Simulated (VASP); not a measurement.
Output of a VASP run:

### OSZICAR
```
       N       E                     dE             d eps       ncg     rms          rms(c)
DAV:   1     0.205398545897E+03    0.20540E+03   -0.11406E+04  3643   0.295E+03
DAV:   2     0.793319004251E+02   -0.12607E+03   -0.11706E+03  4291   0.434E+02
DAV:   3     0.735629345754E+02   -0.57690E+01   -0.54480E+01  4563   0.112E+02
DAV:   4     0.734665942722E+02   -0.96340E-01   -0.95726E-01  4430   0.132E+01
DAV:   5     0.734645974578E+02   -0.19968E-02   -0.19961E-02  4683   0.177E+00    0.461E+01
DAV:   6     0.212843113093E+01   -0.71336E+02   -0.50646E+02  3190   0.371E+02    0.143E+01
DAV:   7     0.910697052074E+00   -0.12177E+01   -0.21615E+00  3817   0.221E+01    0.102E+01
DAV:   8     0.208464808517E+01    0.11740E+01   -0.32159E+00  3379   0.250E+01    0.451E+00
DAV:   9     0.995606647620E+00   -0.10890E+01   -0.39738E-01  3277   0.844E+00    0.671E+00
DAV:  10     0.109257975158E+01    0.96973E-01   -0.41149E-01  3370   0.804E+00    0.141E+00
DAV:  11     0.110577602826E+01    0.13196E-01   -0.72804E-02  3532   0.386E+00    0.832E-01
DAV:  12     0.109487344527E+01   -0.10903E-01   -0.54739E-03  3533   0.814E-01    0.922E-01
DAV:  13     0.107432098801E+01   -0.20552E-01   -0.16542E-02  3385   0.170E+00    0.318E-02
DAV:  14     0.107412909938E+01   -0.19189E-03   -0.70611E-05  3751   0.130E-01    0.480E-02
DAV:  15     0.107422290657E+01    0.93807E-04   -0.62276E-06  3400   0.335E-02    0.348E-02
DAV:  16     0.107411943908E+01   -0.10347E-03   -0.11760E-05  3508   0.507E-02    0.891E-03
DAV:  17     0.107413742719E+01    0.17988E-04   -0.70694E-07  3696   0.104E-02    0.874E-04
DAV:  18     0.107413292088E+01   -0.45063E-05   -0.19908E-08  1766   0.207E-03    0.272E-04
DAV:  19     0.107413413161E+01    0.12107E-05   -0.30051E-09  1679   0.840E-04    0.295E-04
DAV:  20     0.107413372491E+01   -0.40671E-06   -0.25598E-09  1643   0.624E-04    0.980E-05
DAV:  21     0.107413406461E+01    0.33971E-06   -0.46426E-10  1625   0.321E-04    0.227E-05
DAV:  22     0.107413401819E+01   -0.46420E-07   -0.21934E-11  1625   0.776E-05
   1 F= 0.10741340E+01 E0= 0.10739848E+01  d E =0.447655E-03
```

OUTCAR:
```
------------------------ aborting loop because EDIFF is reached ----------------------------------------
  FORCE on cell =-STRESS in cart. coord.  units (eV):
  Direction    XX          YY          ZZ          XY          YZ          ZX
  --------------------------------------------------------------------------------------
  Total        0.8030747      0.8030747      0.8030747     -0.0000000     -0.0000000      0.0000000
  in kB       85.3430282     85.3430282     85.3430282     -0.0000000     -0.0000000      0.0000000
  external PRESSURE =      85.3430282 kB  Pullay stress =       0.0000000 kB
  volume of cell :       15.08
      direct lattice vectors                 reciprocal lattice vectors
    -1.556250456  1.556250456  1.556250456     0.000000000  0.321285046  0.321285046
     1.556250456 -1.556250456  1.556250456     0.321285046  0.000000000  0.321285046
     1.556250456  1.556250456 -1.556250456     0.321285046  0.321285046  0.000000000
 POSITION                                       TOTAL-FORCE (eV/Angst)
 -----------------------------------------------------------------------------------
      0.00000      0.00000      0.00000         0.000000      0.000000     -0.000000
 -----------------------------------------------------------------------------------
    total drift:                                0.000000     -0.000000      0.000000
  FREE ENERGIE OF THE ION-ELECTRON SYSTEM (eV)
  ---------------------------------------------------
  free  energy   TOTEN  =         1.0741340182 eV

  energy  without entropy=        1.0736863630  energy(sigma->0) =        1.07398480
```
(Selected blocks of OUTCAR.)

### POSCAR
```
Mo
1
   -1.5562504562     1.5562504562     1.5562504562
    1.5562504562    -1.5562504562     1.5562504562
    1.5562504562     1.5562504562    -1.5562504562
Mo
1
Direct
  0.0000000000   0.0000000000   0.0000000000
```

Write an INCAR and KPOINTS that could have produced this output.

This is not unique; one that fits is the input of the run itself, revTPSS meta-GGA, plane waves, VASP's PBE PAW potentials (set 64).

File KPOINTS:
```
K-points
0
G
16 16 16
```

### INCAR
```
ALGO = Normal   ! blocked Davidson
NELM = 100
SYSTEM = Mo
LMIXTAU = .True.
ISIF = 2   ! forces and stress, cell fixed
LASPH = .True.
PREC = Accurate
LCHARG = .False.
LREAL = .False.   ! projection in real space or not
LWAVE = .False.
ISMEAR = 1
EDIFF = 1E-7
ENCUT = 520
SIGMA = 0.1   ! width (eV)
METAGGA = RTPSS
LMAXMIX = 4
```

POTCAR, in this order: Mo_sv (PBE.64 set). Program: vasp_std.

The compound is Mo in the bcc structure. This cell is one point of a volume scan, at 0.97 of the reference volume.
